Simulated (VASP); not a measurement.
# Mg(0001) over its thickness, part 5 of 7

How many layers does a slab of Mg(0001) need before surface energy, work function and relaxation settle?

VASP 6.6.1; PBE; plane waves and PAW (Mg).

So far. Step 12 (Relaxing the slab, layers 8): The run ended after 13 ionic steps, 0.008 eV below its first step, once the forces on the free atoms met EDIFFG = -0.01. Step 13 (The vacuum level, layers 8): The vacuum level lies 3.65 eV above the Fermi level at the upper face; both faces agree, as the slab has next to no dipole.

**14. Surface relaxation, layers 9**

System of this step: Mg(0001). The cell holds 9 atoms: 9 Mg. Cell: a = 3.186 Å, b = 3.186 Å, c = 35.803 Å, α = 90.0°, β = 90.0°, γ = 60.0°. It derives from Mg. 9 layers of hcp Mg, cut at this functional's lattice. Vacuum lies along c.

INCAR reads:

```
SYSTEM = Mg
PREC = Normal
ENCUT = 320
EDIFF = 1E-06
NELM = 120
ISMEAR = 1
SIGMA = 0.15
LREAL = .FALSE.
ALGO = Fast
GGA = PE
NBANDS = 18
LORBIT = 11
LWAVE = .FALSE.
LCHARG = .FALSE.
KPAR = 4
IBRION = 2
NSW = 50
ISIF = 2
EDIFFG = -0.01
POTIM = 0.4
MAXMIX = 40
```

POSCAR reads:

```
Mg
1.0
    3.1860766385      0.0000000000      0.0000000000
    1.5930383192      2.7592233073      0.0000000000
    0.0000000000      0.0000000000     35.8030421000
Mg
9
Direct
    0.0000000000      0.0000000000      0.2094794100
    0.6666666700      0.6666666700      0.2821095500
    0.0000000000      0.0000000000      0.3547397000
    0.6666666700      0.6666666700      0.4273698500
    0.0000000000      0.0000000000      0.5000000000
    0.6666666700      0.6666666700      0.5726301500
    0.0000000000      0.0000000000      0.6452603000
    0.6666666700      0.6666666700      0.7178904500
    0.0000000000      0.0000000000      0.7905205900
```

KPOINTS reads:

```
Automatic mesh
0
Gamma
12 12 1
0 0 0
```

The projector-augmented-wave data sets are Mg (PBE family, release 64).

Command:

```bash
mpirun -np 4 vasp_std
```

Output:

```text
[banner, memory and clock lines left out]
running    4 mpi-ranks, on    1 nodes
[...]
LDA part: xc-table for (Slater+PW92), standard interpolation
 POSCAR, INCAR and KPOINTS ok, starting setup
[...]
entering main loop
       N       E                     dE             d eps       ncg     rms          rms(c)
DAV:   1     0.161022775230E+02    0.16102E+02   -0.37335E+03   684   0.468E+02
DAV:   2    -0.119335743425E+02   -0.28036E+02   -0.25999E+02   898   0.710E+01
DAV:   3    -0.131480162253E+02   -0.12144E+01   -0.11666E+01   922   0.137E+01
DAV:   4    -0.131769307110E+02   -0.28914E-01   -0.28871E-01   938   0.256E+00
[...]
RMM:  18    -0.129306295960E+02   -0.80431E-05   -0.39947E-07   488   0.276E-03    0.394E-04
RMM:  19    -0.129306361109E+02   -0.65150E-05   -0.23840E-07   428   0.182E-03    0.131E-04
RMM:  20    -0.129306365173E+02   -0.40642E-06   -0.56397E-08   370   0.127E-03
   1 F= -.12930637E+02 E0= -.12927753E+02  d E =-.129306E+02
[... from here on, the cycles between the ionic steps are left out ...]
   2 F= -.12930843E+02 E0= -.12927955E+02  d E =-.206690E-03
   3 F= -.12931355E+02 E0= -.12928457E+02  d E =-.718309E-03
   4 F= -.12931900E+02 E0= -.12928986E+02  d E =-.126359E-02
   5 F= -.12931942E+02 E0= -.12929024E+02  d E =-.130510E-02
   6 F= -.12932305E+02 E0= -.12929388E+02  d E =-.363600E-03
   7 F= -.12933192E+02 E0= -.12930287E+02  d E =-.125012E-02
   8 F= -.12934006E+02 E0= -.12931175E+02  d E =-.206411E-02
   9 F= -.12934358E+02 E0= -.12931539E+02  d E =-.352655E-03
  10 F= -.12935281E+02 E0= -.12932507E+02  d E =-.127488E-02
  11 F= -.12936489E+02 E0= -.12933825E+02  d E =-.248281E-02
  12 F= -.12936164E+02 E0= -.12933753E+02  d E =-.215787E-02
  13 F= -.12936814E+02 E0= -.12934255E+02  d E =-.280818E-02
  14 F= -.12937079E+02 E0= -.12934517E+02  d E =-.265213E-03
  15 F= -.12937495E+02 E0= -.12934921E+02  d E =-.680723E-03
[...]
reached required accuracy - stopping structural energy minimisation
```

Wall time 2.6 min (4 MPI ranks of AMD EPYC 7571, shared host); peak memory 0.74 GiB.

From OUTCAR (step 14):

```text
  Total       -0.0405149     -0.0405149     -0.0384956      0.0000000      0.0000000      0.0000000
  in kB       -0.2062349     -0.2062349     -0.1959560      0.0000000      0.0000000      0.0000000
  external PRESSURE =      -0.2028086 kB  Pullay stress =       0.0000000 kB

 POSITION                                       TOTAL-FORCE (eV/Angst)
 -----------------------------------------------------------------------------------
      0.00000      0.00000      7.61114         0.000000      0.000000      0.002279
      3.18608      1.83948     10.21951         0.000000      0.000000      0.001797
      0.00000      0.00000     12.79021        -0.000000     -0.000000     -0.003497
      3.18608      1.83948     15.34641        -0.000000     -0.000000     -0.003990
      0.00000      0.00000     17.90152        -0.000000      0.000000      0.000000
      3.18608      1.83948     20.45664        -0.000000     -0.000000      0.003990
      0.00000      0.00000     23.01283        -0.000000     -0.000000      0.003497
      3.18608      1.83948     25.58353         0.000000      0.000000     -0.001797
      0.00000      0.00000     28.19190         0.000000      0.000000     -0.002279
 -----------------------------------------------------------------------------------
    total drift:                                0.000073      0.000042      0.000000

  FREE ENERGIE OF THE ION-ELECTRON SYSTEM (eV)
  ---------------------------------------------------
  free  energy   TOTEN  =       -12.9374946318 eV

  energy  without entropy=      -12.9297747835  energy(sigma->0) =      -12.93492135

[... 1 part as in an earlier step ...]

[... 3 further parts left out ...]
[key lines of the parts left out:]
E-fermi :   0.4883
```

The run ended after 15 ionic steps, 0.007 eV below its first step, once the forces on the free atoms met EDIFFG = -0.01.

**15. The vacuum level, layers 9**

Edit INCAR of step 14 so:

```diff
@@ -15,7 +15,6 @@
 KPAR = 4
-IBRION = 2
-NSW = 50
-ISIF = 2
-EDIFFG = -0.01
-POTIM = 0.4
-MAXMIX = 40
+IDIPOL = 3
+LDIPOL = .TRUE.
+DIPOL = 0.5 0.5 0.5
+LVHAR = .TRUE.
+LVACPOTAV = .TRUE.
```

POSCAR reads:

```
Mg
1.0
    3.1860766385      0.0000000000      0.0000000000
    1.5930383192      2.7592233073      0.0000000000
    0.0000000000      0.0000000000     35.8030421000
Mg
9
Direct
    0.0000000000      0.0000000000      0.2125837162
    0.6666666700      0.6666666700      0.2854368403
    0.0000000000      0.0000000000      0.3572380580
    0.6666666700      0.6666666700      0.4286341159
    0.0000000000      0.0000000000      0.5000000000
    0.6666666700      0.6666666700      0.5713658841
    0.0000000000      0.0000000000      0.6427619420
    0.6666666700      0.6666666700      0.7145631597
    0.0000000000      0.0000000000      0.7874162838
```

KPOINTS is that of step 14.

Command:

```bash
mpirun -np 4 vasp_std
```

Output:

```text
[... set-up lines as in an earlier step ...]
 entering main loop
       N       E                     dE             d eps       ncg     rms          rms(c)
DAV:   1     0.164545068666E+02    0.16455E+02   -0.37389E+03   684   0.468E+02
DAV:   2    -0.119559839345E+02   -0.28410E+02   -0.26341E+02   912   0.715E+01
DAV:   3    -0.131640202546E+02   -0.12080E+01   -0.11646E+01   914   0.138E+01
DAV:   4    -0.131926477057E+02   -0.28627E-01   -0.28591E-01   954   0.258E+00
[...]
RMM:  18    -0.129374869549E+02   -0.12481E-04   -0.61128E-07   609   0.277E-03    0.364E-04
RMM:  19    -0.129374942192E+02   -0.72642E-05   -0.25156E-07   499   0.182E-03    0.180E-04
RMM:  20    -0.129374950521E+02   -0.83295E-06   -0.49595E-08   393   0.125E-03
 [... a notice as in an earlier step ...]

   1 F= -.12937495E+02 E0= -.12934922E+02  d E =-.771888E-02
```

The job ended after 35 s (4 MPI ranks; peak memory 0.68 GiB; 2.1 min of CPU time).

Parts of OUTCAR (step 15):

```text
  Total       -0.0405714     -0.0405714     -0.0381932      0.0000000      0.0000000     -0.0000000
  in kB       -0.2065225     -0.2065225     -0.1944167      0.0000000      0.0000000     -0.0000000
  external PRESSURE =      -0.2024872 kB  Pullay stress =       0.0000000 kB

 POSITION                                       TOTAL-FORCE (eV/Angst)
 -----------------------------------------------------------------------------------
      0.00000      0.00000      7.61114         0.000000      0.000000      0.002466
      3.18608      1.83948     10.21951         0.000000     -0.000000      0.001979
      0.00000      0.00000     12.79021        -0.000000     -0.000000     -0.003758
      3.18608      1.83948     15.34641        -0.000000      0.000000     -0.003701
      0.00000      0.00000     17.90152         0.000000      0.000000      0.000000
      3.18608      1.83948     20.45664        -0.000000      0.000000      0.003701
      0.00000      0.00000     23.01283        -0.000000     -0.000000      0.003758
      3.18608      1.83948     25.58353         0.000000      0.000000     -0.001979
      0.00000      0.00000     28.19190         0.000000      0.000000     -0.002466
 -----------------------------------------------------------------------------------
    total drift:                                0.000073      0.000042      0.000000

  FREE ENERGIE OF THE ION-ELECTRON SYSTEM (eV)
  ---------------------------------------------------
  free  energy   TOTEN  =       -12.9374950521 eV

  energy  without entropy=      -12.9297761684  energy(sigma->0) =      -12.93492209

[... 2 parts as in an earlier step ...]

[... 1 further part left out ...]
[key lines of the parts left out:]
E-fermi :   0.4880
```

The vacuum level lies 3.67 eV above the Fermi level at the upper face; both faces agree, as the slab has next to no dipole.

The program found no field-free point at its default tolerance, but its printed level agrees with the flat part of the planar average.

**16. Surface relaxation, layers 10**

System of this step: Mg(0001). The cell holds 10 atoms: 10 Mg. Cell: a = 3.186 Å, b = 3.186 Å, c = 38.403 Å, α = 90.0°, β = 90.0°, γ = 60.0°. It derives from Mg. 10 layers of hcp Mg, cut at this functional's lattice. Vacuum lies along c.

INCAR reads:

```
SYSTEM = Mg
PREC = Normal
ENCUT = 320
EDIFF = 1E-06
NELM = 120
ISMEAR = 1
SIGMA = 0.15
LREAL = .FALSE.
ALGO = Fast
GGA = PE
NBANDS = 20
LORBIT = 11
LWAVE = .FALSE.
LCHARG = .FALSE.
KPAR = 4
IBRION = 2
NSW = 50
ISIF = 2
EDIFFG = -0.01
POTIM = 0.4
MAXMIX = 40
```

POSCAR reads:

```
Mg
1.0
    3.1860766385      0.0000000000      0.0000000000
    1.5930383192      2.7592233073      0.0000000000
    0.0000000000      0.0000000000     38.4034223625
Mg
10
Direct
    0.6666666700      0.6666666700      0.1952950900
    0.0000000000      0.0000000000      0.2630073000
    0.6666666700      0.6666666700      0.3307195000
    0.0000000000      0.0000000000      0.3984317000
    0.6666666700      0.6666666700      0.4661439000
    0.0000000000      0.0000000000      0.5338561000
    0.6666666700      0.6666666700      0.6015683000
    0.0000000000      0.0000000000      0.6692805000
    0.6666666700      0.6666666700      0.7369927000
    0.0000000000      0.0000000000      0.8047049100
```

KPOINTS is that of step 15.

Command:

```bash
mpirun -np 4 vasp_std
```

Output:

```text
[banner, memory and clock lines left out]
running    4 mpi-ranks, on    1 nodes
[...]
LDA part: xc-table for (Slater+PW92), standard interpolation
 POSCAR, INCAR and KPOINTS ok, starting setup
[...]
entering main loop
       N       E                     dE             d eps       ncg     rms          rms(c)
DAV:   1     0.174397809919E+02    0.17440E+02   -0.42339E+03   760   0.469E+02
DAV:   2    -0.132243054610E+02   -0.30664E+02   -0.29096E+02   932   0.733E+01
DAV:   3    -0.146530811437E+02   -0.14288E+01   -0.13630E+01  1028   0.141E+01
DAV:   4    -0.146874856332E+02   -0.34404E-01   -0.34286E-01  1044   0.256E+00
[...]
RMM:  19    -0.144386087527E+02   -0.56073E-05   -0.17860E-07   486   0.167E-03    0.223E-04
RMM:  20    -0.144386107872E+02   -0.20345E-05   -0.50511E-08   394   0.111E-03    0.898E-05
RMM:  21    -0.144386112119E+02   -0.42475E-06   -0.12933E-08   344   0.924E-04
   1 F= -.14438611E+02 E0= -.14437013E+02  d E =-.144386E+02
[... from here on, the cycles between the ionic steps are left out ...]
   2 F= -.14439073E+02 E0= -.14437499E+02  d E =-.461454E-03
   3 F= -.14440066E+02 E0= -.14438564E+02  d E =-.145517E-02
   4 F= -.14440317E+02 E0= -.14438952E+02  d E =-.170598E-02
   5 F= -.14440493E+02 E0= -.14439075E+02  d E =-.188155E-02
   6 F= -.14440685E+02 E0= -.14439238E+02  d E =-.192404E-03
   7 F= -.14441025E+02 E0= -.14439521E+02  d E =-.532479E-03
   8 F= -.14441061E+02 E0= -.14439524E+02  d E =-.567915E-03
   9 F= -.14441275E+02 E0= -.14439729E+02  d E =-.214512E-03
  10 F= -.14441672E+02 E0= -.14440107E+02  d E =-.611556E-03
  11 F= -.14441310E+02 E0= -.14439693E+02  d E =-.249552E-03
  12 F= -.14441724E+02 E0= -.14440147E+02  d E =-.663416E-03
  13 F= -.14441909E+02 E0= -.14440319E+02  d E =-.184534E-03
  14 F= -.14442315E+02 E0= -.14440693E+02  d E =-.590594E-03
  15 F= -.14442435E+02 E0= -.14440748E+02  d E =-.710558E-03
  16 F= -.14442500E+02 E0= -.14440838E+02  d E =-.776231E-03
  17 F= -.14442693E+02 E0= -.14440994E+02  d E =-.192528E-03
  18 F= -.14443100E+02 E0= -.14441304E+02  d E =-.599575E-03
[...]
reached required accuracy - stopping structural energy minimisation
```

Elapsed: 3.7 min, on 4 MPI ranks; peak memory 0.77 GiB; 15 min of CPU time.

From OUTCAR (step 16):

```text
  Total       -0.3336254     -0.3336254     -0.1649154      0.0000000      0.0000000     -0.0000000
  in kB       -1.5832761     -1.5832761     -0.7826340      0.0000000      0.0000000     -0.0000000
  external PRESSURE =      -1.3163954 kB  Pullay stress =       0.0000000 kB

 POSITION                                       TOTAL-FORCE (eV/Angst)
 -----------------------------------------------------------------------------------
      3.18608      1.83948      7.54348         0.000000     -0.000000      0.006181
      3.18608      0.00000     10.17970        -0.000000      0.000000      0.003053
      3.18608      1.83948     12.76260         0.000000      0.000000      0.000588
      1.59304      2.75922     15.34376        -0.000000     -0.000000     -0.006730
      3.18608      1.83948     17.91380        -0.000000     -0.000000     -0.003832
      0.00000      0.00000     20.48962         0.000000      0.000000      0.003832
      3.18608      1.83948     23.05967         0.000000      0.000000      0.006730
      0.00000      0.00000     25.64082        -0.000000     -0.000000     -0.000588
      3.18608      1.83948     28.22373         0.000000      0.000000     -0.003053
      3.18608      0.00000     30.85994        -0.000000      0.000000     -0.006181
 -----------------------------------------------------------------------------------
    total drift:                                0.000087      0.000050     -0.000019

  FREE ENERGIE OF THE ION-ELECTRON SYSTEM (eV)
  ---------------------------------------------------
  free  energy   TOTEN  =       -14.4430998947 eV

  energy  without entropy=      -14.4377109391  energy(sigma->0) =      -14.44130358

[... 1 part as in an earlier step ...]

[... 3 further parts left out ...]
[key lines of the parts left out:]
E-fermi :   0.6293
```

The run ended after 18 ionic steps, 0.004 eV below its first step, once the forces on the free atoms met EDIFFG = -0.01.

**17. The vacuum level, layers 10**

Edit INCAR of step 16 so:

```diff
@@ -15,7 +15,6 @@
 KPAR = 4
-IBRION = 2
-NSW = 50
-ISIF = 2
-EDIFFG = -0.01
-POTIM = 0.4
-MAXMIX = 40
+IDIPOL = 3
+LDIPOL = .TRUE.
+DIPOL = 0.5 0.5 0.5
+LVHAR = .TRUE.
+LVACPOTAV = .TRUE.
```

POSCAR reads:

```
Mg
1.0
    3.1860766385      0.0000000000      0.0000000000
    1.5930383192      2.7592233073      0.0000000000
    0.0000000000      0.0000000000     38.4034223625
Mg
10
Direct
    0.6666666700      0.6666666700      0.1964272923
    0.0000000000      0.0000000000      0.2650726396
    0.6666666700      0.6666666700      0.3323298642
    0.0000000000      0.0000000000      0.3995413732
    0.6666666700      0.6666666700      0.4664636429
    0.0000000000      0.0000000000      0.5335363571
    0.6666666700      0.6666666700      0.6004586268
    0.0000000000      0.0000000000      0.6676701358
    0.6666666700      0.6666666700      0.7349273604
    0.0000000000      0.0000000000      0.8035727077
```

KPOINTS is that of step 16.

Command:

```bash
mpirun -np 4 vasp_std
```

Output:

```text
[... set-up lines as in an earlier step ...]
 entering main loop
       N       E                     dE             d eps       ncg     rms          rms(c)
DAV:   1     0.175571641150E+02    0.17557E+02   -0.42370E+03   760   0.469E+02
DAV:   2    -0.132213987259E+02   -0.30779E+02   -0.29200E+02   928   0.735E+01
DAV:   3    -0.146646311888E+02   -0.14432E+01   -0.13774E+01  1040   0.141E+01
DAV:   4    -0.146974176058E+02   -0.32786E-01   -0.32686E-01  1052   0.247E+00
[...]
RMM:  19    -0.144430975734E+02   -0.59923E-05   -0.20650E-07   577   0.167E-03    0.227E-04
RMM:  20    -0.144430998728E+02   -0.22994E-05   -0.50654E-08   404   0.109E-03    0.105E-04
RMM:  21    -0.144431005063E+02   -0.63358E-06   -0.16909E-08   348   0.919E-04
 [... a notice as in an earlier step ...]

   1 F= -.14443101E+02 E0= -.14441303E+02  d E =-.539338E-02
```

It took 42 s on 4 MPI ranks; peak memory 0.71 GiB; 2.6 min of CPU time.

Parts of OUTCAR (step 17):

```text
  Total       -0.3336990     -0.3336990     -0.1637437      0.0000000      0.0000000     -0.0000000
  in kB       -1.5836255     -1.5836255     -0.7770738      0.0000000      0.0000000     -0.0000000
  external PRESSURE =      -1.3147749 kB  Pullay stress =       0.0000000 kB

 POSITION                                       TOTAL-FORCE (eV/Angst)
 -----------------------------------------------------------------------------------
      3.18608      1.83948      7.54348        -0.000000      0.000000      0.006238
      0.00000      0.00000     10.17970        -0.000000     -0.000000      0.003054
      3.18608      1.83948     12.76260        -0.000000     -0.000000      0.000683
      0.00000      0.00000     15.34376        -0.000000     -0.000000     -0.006800
      3.18608      1.83948     17.91380        -0.000000      0.000000     -0.003764
      0.00000      0.00000     20.48962         0.000000      0.000000      0.003764
      3.18608      1.83948     23.05967         0.000000      0.000000      0.006800
      0.00000      0.00000     25.64082         0.000000     -0.000000     -0.000683
      3.18608      1.83948     28.22373         0.000000      0.000000     -0.003054
      0.00000      0.00000     30.85994        -0.000000     -0.000000     -0.006238
 -----------------------------------------------------------------------------------
    total drift:                                0.000087      0.000050     -0.000018

  FREE ENERGIE OF THE ION-ELECTRON SYSTEM (eV)
  ---------------------------------------------------
  free  energy   TOTEN  =       -14.4431005063 eV

  energy  without entropy=      -14.4377071278  energy(sigma->0) =      -14.44130271

[... 2 parts as in an earlier step ...]

[... 1 further part left out ...]
[key lines of the parts left out:]
E-fermi :   0.6287
```

The planar average of the electrostatic potential oscillates, so the rows of the table below give means over windows of 2.57 Å about each position, cut where the curve ends. Its maxima inside the range that stand out by 2 % of the span (Å: eV): 8.9: 1.01, 11.4: 0.909, 14.1: 0.904, 16.6: 0.844, 19.2: 0.875, 21.8: 0.844, 24.3: 0.904, 27.0: 0.909, 29.5: 1.01. Its minima: 7.5: -6.46, 10.2: -6.40, 12.8: -6.41, 15.3: -6.45, 17.9: -6.45, 20.5: -6.45, 23.1: -6.45, 25.6: -6.41, 28.2: -6.40, 30.9: -6.46.

Zero at the Fermi level. Table of planar average of the electrostatic potential by height; means over each step:

```
height (Å)  planar average of the electrostatic potential (eV)
      1.28                                                3.69
      3.85                                                3.66
      6.42                                              -0.460
      8.99                                               -2.46
     11.56                                               -2.62
     14.13                                               -2.65
     16.70                                               -2.69
     19.27                                               -2.69
     21.84                                               -2.69
     24.41                                               -2.65
     26.98                                               -2.62
     29.55                                               -2.46
     32.12                                               0.100
     34.69                                                3.67
     37.26                                                3.69
```

The vacuum level lies 3.69 eV above the Fermi level at the upper face; both faces agree, as the slab has next to no dipole.

The program found no field-free point at its default tolerance, but its printed level agrees with the flat part of the planar average.

(Continued in part 6 of 7.)

[Lines on the potential files, build, host, timing and source positions are cut from VASP's logs without a mark.]

[Logs are printed without paths, hosts, clocks, repeated set-up lines and the standing remarks that a program may print on its own settings, such as how far it seeks lower states.]

[Hosts, paths, dates, database ids (printed as entryN), source tags and the programs' standing remarks are cut or masked in the printed files.]

[Runs that stopped without an error message from VASP are left out.]
